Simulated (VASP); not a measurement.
VASP runs on Bi₄Te₃ (space group R-3m) share one base input (PBEsol GGA, plane waves, VASP's PBE PAW potentials (set 64)) and change the settings named in each case.

File POSCAR:
```
Bi4Te3
14.1971780
  0.1567565047   0.0905034085   0.9834818582
 -0.1567565047   0.0905034085   0.9834818582
  0.0000000000  -0.1810068170   0.9834818582
Bi Te
4 3
Cart
 -0.0000000000   0.0000000000   2.1159622013
 -0.0000000000  -0.0000000000   0.8344833732
  0.0000000000   0.0000000000   0.4307650539
 -0.0000000000   0.0000000000   2.5196805206
  0.0000000000   0.0000000000   0.0000000000
 -0.0000000000   0.0000000000   1.2569871794
 -0.0000000000  -0.0000000000   1.6934583950
```

INCAR:
```
# general
SYSTEM   =  Bi4Te3
PREC     =  Accurate
ENCUT    =  300   # plane-wave cut-off (eV)
LREAL    =  F   # projection in real space or not
LASPH    =  T   # aspherical one-centre terms

# electronic loop
EDIFF    =  1E-6
NELM     =  100   # most electronic steps
ALGO     =  Normal
LMAXMIX  =  4   # l cut-off of mixed one-centre charges

# smearing
ISMEAR   =  0   # Gaussian
SIGMA    =  0.136

# functional
GGA      =  PS

# ions
ISIF     =  2   # forces and stress, cell fixed

# output
LWAVE    =  F
LCHARG   =  F
```

**KPOINTS**
```
Automatic
0
G
3 3 3
0 0 0
```

POTCAR, in this order: Bi_d Te (PBE.64 set). Program: vasp_std.

```json
[
 {"change": "base run", "E(σ→0) (eV/atom)": "-4.1164", "pressure (GPa)": "-1.81", "largest force (eV/Å)": "0.481", "−TS (eV)": "-0.0006"},
 {"change": "GGA removed, POTCAR Bi_d Te (LDA.64 set)", "E(σ→0) (eV/atom)": "-4.3702", "pressure (GPa)": "-2.87", "largest force (eV/Å)": "0.540", "−TS (eV)": "-0.0006"},
 {"change": "GGA_COMPAT = .FALSE., LNONCOLLINEAR = .TRUE., LSORBIT = .TRUE., MAGMOM = 0.0 0.0 0.0 0.0 0.0 0.0 0.0 0.0 0.0 0.0 0.0 0.0 0.0 0.0 0.0 0.0 0.0 0.0 0.0 0.0 0.0, program vasp_ncl", "E(σ→0) (eV/atom)": "-4.6002", "pressure (GPa)": "…", "largest force (eV/Å)": "…", "−TS (eV)": "…"},
 {"change": "KPOINTS 7×7×7 Γ-centred mesh", "E(σ→0) (eV/atom)": "-4.1162", "pressure (GPa)": "…", "largest force (eV/Å)": "…", "−TS (eV)": "…"}
]
```

Some entries are withheld; supply them.

- GGA_COMPAT = .FALSE., LNONCOLLINEAR = .TRUE., LSORBIT = .TRUE., MAGMOM = 0.0 0.0 0.0 0.0 0.0 0.0 0.0 0.0 0.0 0.0 0.0 0.0 0.0 0.0 0.0 0.0 0.0 0.0 0.0 0.0 0.0, program vasp_ncl, pressure (GPa): -1.13
- GGA_COMPAT = .FALSE., LNONCOLLINEAR = .TRUE., LSORBIT = .TRUE., MAGMOM = 0.0 0.0 0.0 0.0 0.0 0.0 0.0 0.0 0.0 0.0 0.0 0.0 0.0 0.0 0.0 0.0 0.0 0.0 0.0 0.0 0.0, program vasp_ncl, largest force (eV/Å): 0.304
- GGA_COMPAT = .FALSE., LNONCOLLINEAR = .TRUE., LSORBIT = .TRUE., MAGMOM = 0.0 0.0 0.0 0.0 0.0 0.0 0.0 0.0 0.0 0.0 0.0 0.0 0.0 0.0 0.0 0.0 0.0 0.0 0.0 0.0 0.0, program vasp_ncl, −TS (eV): -0.0226
- KPOINTS 7×7×7 Γ-centred mesh, pressure (GPa): -1.78
- KPOINTS 7×7×7 Γ-centred mesh, largest force (eV/Å): 0.419
- KPOINTS 7×7×7 Γ-centred mesh, −TS (eV): -0.0027

Energies of different potentials or functionals have different zeros.  Unless said otherwise, spin-orbit coupling is left out, though it shifts the bands of the heavy elements here. At 300 eV the pressure can carry a Pulay error.

Left out are runs that ran out of time, are held back, or changed the cell or the kind of run, fixed moments of cells without a moment, rows past the twelfth, gaps on odd meshes, pressures of charged cells and columns that move by less than the noise.

The structure comes from a measured Bi4Te3 entry of the Crystallography Open Database, whose conditions weren't checked. The cell was not relaxed at this level, forces remain on its atoms.
